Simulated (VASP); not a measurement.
Consider the following.

```
BeS
1.0
    0.00000     2.40804     2.40804
    2.40804     0.00000     2.40804
    2.40804     2.40804     0.00000
Be S
1 1
Direct
  0.00000   0.00000   0.00000
  0.25000   0.25000   0.25000
```

Method: PBE GGA with D3 dispersion (Becke-Johnson damping), VASP's PBE PAW potentials (set 64) (plane waves; VASP). Numerical set-up: 400 eV cut-off, Gaussian smearing of 0.050 eV, potentials Be S.

Q: Give the energies of bands 2 to 7 at the high-symmetry points, in eV from the valence-band maximum.

A: 
```
band     Γ      X      U      L      W
----  ----  -----  -----  -----  -----
2     0.00  -5.13  -4.65  -5.93  -4.34
3     0.00  -2.71  -4.21  -1.06  -3.98
4     0.00  -2.71  -2.25  -1.06  -3.45
5     5.66   3.06   4.34   5.55   6.49
6     5.66   4.90   7.55   6.56   8.10
7     5.66  12.95  10.66   6.56   8.52
```

The gap is indirect, 3.06 eV, from the valence maximum at Γ to the conduction minimum at X.

The structure comes from a measured BeS entry (F-43m) of the Crystallography Open Database, whose conditions weren't checked. It was relaxed first.
